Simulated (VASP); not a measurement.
# RbRe3 (Im-3m) in VASP: reference runs

How does RbRe3 come out in PBE? The cell is run as given.

Program: VASP 6.6.1. These are calculated values, not measurements. Logs are shortened: lines on timing, memory, paths and dates and some standing lists are left out, and cuts for length are marked.

## (1) Starting point

It takes space group Im-3m (No. 229, cubic). The conventional cell has a = 5.893 Å, b = 5.893 Å, c = 5.893 Å, α = 90.00°, β = 90.00°, γ = 90.00°. Rb (site symmetry m-3m) has 6 Re at 2.95 Å as nearest neighbours. Re (site symmetry 4/mmm) has 2 Rb at 2.95 Å and 4 Re at 2.95 Å as nearest neighbours.

The cell was built by a generator and needn't be a form met in nature.

## (2) Single point, PBE

File INCAR:

```
SYSTEM = RbRe3
PREC     = Accurate       ! precision mode
ENCUT    = 520            ! plane-wave cutoff, eV
EDIFF    = 1E-7           ! SCF threshold, eV
ISMEAR   = -1             ! smearing method
SIGMA    = 0.05           ! smearing width, eV
LREAL    = .False.        ! projectors in reciprocal space
LASPH    = .True.         ! aspherical terms in the spheres
NELM     = 100            ! most SCF steps
ALGO     = Normal         ! electronic algorithm
ISIF     = 2              ! what is computed and relaxed
LWAVE    = .False.        ! write WAVECAR
LCHARG   = .False.        ! write CHGCAR
GGA      = PE             ! functional
NBANDS   = 23             ! bands
```

File KPOINTS:

```
Automatic mesh
0
Gamma
  7 7 7
  0 0 0
```

File POSCAR:

```
RbRe3
1.0
   -2.9464220700      2.9464220700      2.9464220700
    2.9464220700     -2.9464220700      2.9464220700
    2.9464220700      2.9464220700     -2.9464220700
Rb Re
1 3
Direct
    0.0000000000      0.0000000000      0.0000000000
    0.0000000000      0.5000000000      0.5000000000
    0.5000000000      0.0000000000      0.5000000000
    0.5000000000      0.5000000000      0.0000000000
```

Potentials or basis: VASP PAW PBE potentials, release 64 (Rb_sv, Re).

Run with:

```bash
$ cat potpaw_PBE.64/Rb_sv/POTCAR potpaw_PBE.64/Re/POTCAR > POTCAR
$ mpirun -np 1 vasp_std > vasp.out
```

OUTCAR:

```text
SYSTEM = RbRe3
   PREC = Accurate
   ENCUT = 520
   EDIFF = 1E-7
   ISMEAR = -1
   LREAL = .False.
   LASPH = .True.
   NELM = 100
   ISIF = 2
   GGA = PE

 ion  position               nearest neighbor table
   1  0.000  0.000  0.000-   2 2.95   3 2.95   4 2.95   2 2.95   3 2.95   4 2.95   2 4.17   3 4.17
                             2 4.17   3 4.17   4 4.17   3 4.17   4 4.17   2 4.17   3 4.17   2 4.17
   2  0.000  0.500  0.500-   1 2.95   3 2.95   4 2.95   1 2.95   4 2.95   3 2.95   1 4.17   1 4.17
                             1 4.17   1 4.17
   3  0.500  0.000  0.500-   1 2.95   2 2.95   4 2.95   4 2.95   1 2.95   2 2.95   1 4.17   1 4.17
                             1 4.17   1 4.17
   4  0.500  0.500  0.000-   1 2.95   2 2.95   3 2.95   3 2.95   2 2.95   1 2.95   1 4.17   1 4.17
                             1 4.17   1 4.17

  LATTYP: Found a body centered cubic cell.
 ALAT       =     5.8928441400

  Lattice vectors:

 A1 = (  -2.9464220700,   2.9464220700,   2.9464220700)
 A2 = (   2.9464220700,  -2.9464220700,   2.9464220700)
 A3 = (   2.9464220700,   2.9464220700,  -2.9464220700)

Analysis of symmetry for initial positions (statically):
=====================================================================
 Subroutine PRICEL returns:
 Original cell was already a primitive cell.

 Routine SETGRP: Setting up the symmetry group for a
 body centered cubic supercell.

 Subroutine GETGRP returns: Found 48 space group operations
 (whereof 48 operations were pure point group operations)
 out of a pool of 48 trial point group operations.

The static configuration has the point symmetry O_h .

Analysis of symmetry for dynamics (positions and initial velocities):
=====================================================================
 Subroutine PRICEL returns:
 Original cell was already a primitive cell.

 Routine SETGRP: Setting up the symmetry group for a
 body centered cubic supercell.

 Subroutine GETGRP returns: Found 48 space group operations
 (whereof 48 operations were pure point group operations)
 out of a pool of 48 trial point group operations.

The dynamic configuration has the point symmetry O_h .

 Subroutine INISYM returns: Found 48 space group operations
 (whereof 48 operations are pure point group operations),
 and found     1 'primitive' translations

----------------------------------------------------------------------------------------

[... 91 lines left out ...]
   EDIFF  = 0.1E-06   stopping-criterion for ELM
   LREAL  =      F    real-space projection
   EDIFFG = 0.1E-05   stopping-criterion for IOM
   NSW    =      0    number of steps for IOM
   IBRION =     -1    ionic relax: 0-MD 1-quasi-New 2-CG
   NFREE  =      0    steps in history (QN), initial steepest desc. (CG)
   ISIF   =      2    stress and relaxation
   ISYM   =      2    0-nonsym 1-usesym 2-fastsym
   POTIM  = 0.5000    time-step for ionic-motion
   TEBEG  =    0.0;   TEEND  =   0.0 temperature during run
   PSTRESS=    0.0 pullay stress
   NELECT =      30.0000    total number of electrons
   NUPDOWN=      -1.0000    fix difference up-down
   EMIN   =  10.00;   EMAX   =-10.00  energy-range for DOS
   EFERMI =   0.00;   METHOD = LEGACY
   ISMEAR =    -1;   SIGMA  =   0.05  broadening in eV -4-tet -1-fermi 0-gaus
   EFERMI_NEDOS =   21; number of points for ismear=-14 and -15
   IALGO  =     38    algorithm
   IMIX   =      4    mixing-type and parameters
     AMIX     =   0.40;   BMIX     =  1.00
     AMIX_MAG =   1.60;   BMIX_MAG =  1.00
  volume/ion in A,a.u.               =      25.58       172.62
  Fermi-wavevector in a.u.,A,eV,Ry     =   1.087594  2.055255 16.093809  1.182862
  Thomas-Fermi vector in A             =   2.223757
   LORBIT       =      0    0 simple, 1 ext, 2 COOP (PROOUT), +10 PAW based schemes
   GGA     = PE    functional components
   LHFCALC =     F    Hartree Fock is set to
   AEXX    =    0.0000 exact exchange contribution
   IVDW    =     0    specifies the selected vdW correction
   LEPSILON=     F    determine dielectric tensor
   LRPA    =     F    only Hartree local field effects (RPA)
 non-spin polarized calculation
  energy-cutoff  :      520.00
  volume of cell :      102.32
 maximum number of plane-waves:      2779
 NGX is ok and might be reduce to    40
   NGX = 19   NGY = 19   NGZ = 19

 number of electron      29.9999998 magnetization

 Free energy of the ion-electron system (eV)
  ---------------------------------------------------
  ext. energy  EPLUGINS =         0.00000000
  ---------------------------------------------------
  free energy    TOTEN  =       -24.83181555 eV

  energy without entropy =      -24.74419591  energy(sigma->0) =      -24.78800573

 E-fermi :   2.5100     XC(G=0): -10.4368

 val. band max:        2.5056020618   @ k =  -0.4286  -0.4286   0.1429
 cond. band min:       2.5113649876   @ k =   0.2857   0.1429  -0.0000
 fundamental gap:      0.0057629258
 Fermi energy:         2.5100466304

 k-point     1 :       0.0000    0.0000    0.0000
  band No.  band energies     occupation
      1     -23.6662      2.00000
      2      -7.9659      2.00000
      3      -7.9659      2.00000
      4      -7.9659      2.00000
      5      -3.0257      2.00000
      6      -0.3142      2.00000
[... 509 lines left out ...]
     22       4.3392      0.00000
     23       6.6749      0.00000

------------------------ aborting loop because EDIFF is reached ----------------------------------------

  FORCE on cell =-STRESS in cart. coord.  units (eV):
  Direction    XX          YY          ZZ          XY          YZ          ZX
  --------------------------------------------------------------------------------------
  -------------------------------------------------------------------------------------
  Total      -11.9529437    -11.9529437    -11.9529437     -0.0000000     -0.0000000      0.0000000
  in kB     -187.1718742   -187.1718742   -187.1718742     -0.0000000     -0.0000000      0.0000000
  external PRESSURE =    -187.1718742 kB  Pullay stress =       0.0000000 kB

 VOLUME and BASIS-vectors are now :
 -----------------------------------------------------------------------------
  energy-cutoff  :      520.00
  volume of cell :      102.32
      direct lattice vectors                 reciprocal lattice vectors
    -2.946422070  2.946422070  2.946422070     0.000000000  0.169697344  0.169697344
     2.946422070 -2.946422070  2.946422070     0.169697344  0.000000000  0.169697344
     2.946422070  2.946422070 -2.946422070     0.169697344  0.169697344  0.000000000

 POSITION                                       TOTAL-FORCE (eV/Angst)
 -----------------------------------------------------------------------------------
      0.00000      0.00000      0.00000        -0.000000     -0.000000     -0.000000
      2.94642      0.00000      0.00000         0.000000      0.000000      0.000000
      0.00000      2.94642      0.00000        -0.000000     -0.000000     -0.000000
      0.00000      0.00000      2.94642         0.000000      0.000000      0.000000
 -----------------------------------------------------------------------------------
    total drift:                               -0.000000     -0.000000      0.000000

  FREE ENERGIE OF THE ION-ELECTRON SYSTEM (eV)
  ---------------------------------------------------
  free  energy   TOTEN  =       -24.8318155483 eV

  energy  without entropy=      -24.7441959139  energy(sigma->0) =      -24.78800573
```

stdout:

```text
POSCAR found type information on POSCAR RbRe
 POSCAR found :  2 types and       4 ions
 scaLAPACK will be used
 LDA part: xc-table for (Slater+PW92), standard interpolation
 POSCAR, INCAR and KPOINTS ok, starting setup
 FFT: planning ... GRIDC
 FFT: planning ... GRID_SOFT
 FFT: planning ... GRID
 WAVECAR not read
 entering main loop
```

Wall time 1.7 min (1 thread of Intel Xeon Platinum 8488C (Sapphire Rapids), shared host); peak memory 0.25 GiB.

Results:

```
Free energy            : -24.8318 eV
Pressure               : -18.7 GPa
Band gap on the k mesh : none (metal or under the smearing width)
```

Levels at points of the mesh, in eV from the Fermi level:
```
           k point  band 13  band 14  band 15  band 16  band 17  band 18
(0.00, 0.00, 0.00)    -0.66     0.50     0.50     0.50     1.46     1.46
```

Caveat: so large a pressure means that the cell lies far from this level's equilibrium, or that cutoff or potentials fall short. Spin-orbit coupling is left out, which matters for the levels of Re.
